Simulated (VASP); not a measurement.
HgS (zinc blende), at 0.96 of the tabulated volume:

```xyz
2
Lattice="0.0000 2.8855 2.8855 2.8855 0.0000 2.8855 2.8855 2.8855 0.0000" Properties=species:S:1:pos:R:3 pbc="T T T"
Hg     0.0000     0.0000     0.0000
S      1.4427     1.4427     1.4427
```

The lowest empty band near Γ, direction [100], from mBJ (TB09) with spin-orbit coupling in VASP (PAW); its two spin partners are averaged. The gap over the points computed is 0.59 eV, and the next band on that side lies 5.19 eV away at the edge.

Settings: 400 eV cut-off, 9×9×9 Γ-centred mesh, Gaussian smearing of 0.050 eV, potentials Hg S.

```tsv
distance from the edge in k (1/Å)	distance in energy (meV)
0.012	6.0
0.018	13.4
0.025	25.4
0.035	48.3
0.050	93.2
0.070	167.8
```

### Question
Fit E(1 + αE) = ħ²k²/2m* (ħ²/2m0 = 3.810 eV Å²) and predict the row at 0.095 1/Å.

### Answer
Least squares on the energies gives the electron mass m* = 0.091 m0 and α = 1.35 per eV, and so 276.2 meV. The run gave 276.1 meV, -0.1 meV from the fit. So light an electron mass at Γ scales with the gap, and carries this level's error in it.

Left out are points under 3 meV from the edge, since the levels carry 0.1 meV, and points farther than half the way to the next band.

The compound is HgS in the zinc blende structure, metacinnabar; cinnabar is the stable form. The cell was not relaxed at this level.
